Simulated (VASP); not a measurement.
```xyz
2
Lattice="1.7716 -3.0685 0.0000 1.7716 3.0685 0.0000 0.0000 0.0000 5.4995" Properties=species:S:1:pos:R:3 pbc="T T T"
Tm     1.7716     1.0228     1.3749
Tm     1.7716    -1.0228     4.1247
```

Calculation: r2SCAN+rVV10, VASP's PBE PAW potentials (set 64) (plane waves; VASP 6.6.1). Run with 520 eV cut-off, 13×13×8 Γ-centred mesh, tetrahedra with Blöchl corrections, potentials Tm_3.

The 4f electrons are frozen in the core of the lanthanide potential, so 4f levels, which can set the real gap, and their magnetism are missing.

Q: Give the energies of bands 7 to 12 at the high-symmetry points, in eV from the Fermi level.

A: 
```tsv
band	Γ	M	K	A	L	H
7	-5.95	-2.23	-0.93	-4.21	-2.06	-0.50
8	-2.32	-1.41	-0.93	-4.21	-2.06	-0.50
9	0.84	-0.89	-0.75	1.29	0.13	-0.48
10	2.29	-0.33	-0.64	1.29	0.13	-0.48
11	2.29	1.76	1.41	2.19	1.51	0.41
12	2.82	1.94	1.41	2.19	1.51	0.41
```

It has no gap at this level: it comes out as a metal or semimetal.

The compound is Tm in the hcp structure. It was relaxed first.
